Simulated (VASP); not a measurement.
Input of a VASP 6.6.1 run:

Contents of INCAR:

```
PREC     = Accurate       # precision mode
ENCUT    = 500            # plane-wave cutoff, eV
EDIFF    = 1E-6           # SCF threshold, eV
ISMEAR   = 0              # smearing method
SIGMA    = 0.01           # smearing width, eV
LREAL    = F              # projectors in reciprocal space
LASPH    = T              # aspherical terms in the spheres
NELM     = 100            # most SCF steps
ALGO     = Normal         # electronic algorithm
ISIF     = 2              # what is computed and relaxed
LWAVE    = F              # write WAVECAR
LCHARG   = F              # write CHGCAR
GGA      = CA             # functional
NBANDS   = 26             # bands
```

The input KPOINTS:

```
regular mesh
0
Gamma
  6 6 6
```

Contents of POSCAR:

```
NaMg3O4
4.3538
    0.999989354127      0.000000000000      0.000000000000
    0.000000000000      0.999989354127      0.000000000000
    0.000000000000      0.000000000000      0.999989354127
Mg Na O
3 1 4
Direct
    0.5000000000      0.5000000000      0.0000000000
    0.5000000000      0.0000000000      0.5000000000
    0.0000000000      0.5000000000      0.5000000000
    0.0000000000      0.0000000000      0.0000000000
    0.0000000000      0.5000000000      0.0000000000
    0.0000000000      0.0000000000      0.5000000000
    0.5000000000      0.5000000000      0.5000000000
    0.5000000000      0.0000000000      0.0000000000
```

Potentials or basis: VASP PAW LDA potentials, release 64 (Mg, Na, O).

Launch:

```bash
$ cat potpaw_LDA.64/Mg/POTCAR potpaw_LDA.64/Na/POTCAR potpaw_LDA.64/O/POTCAR > POTCAR
$ mpirun -np 1 vasp_std > vasp.out
```

**Question.** Estimate the band gap on the k mesh.

**Answer.** None (metal or under the smearing width).

**Question.** Estimate the pressure.

**Answer.** -12.0 GPa.

Caveat: an odd number of electrons without spin polarisation forces a metal; a magnetic or distorted state may lie lower.
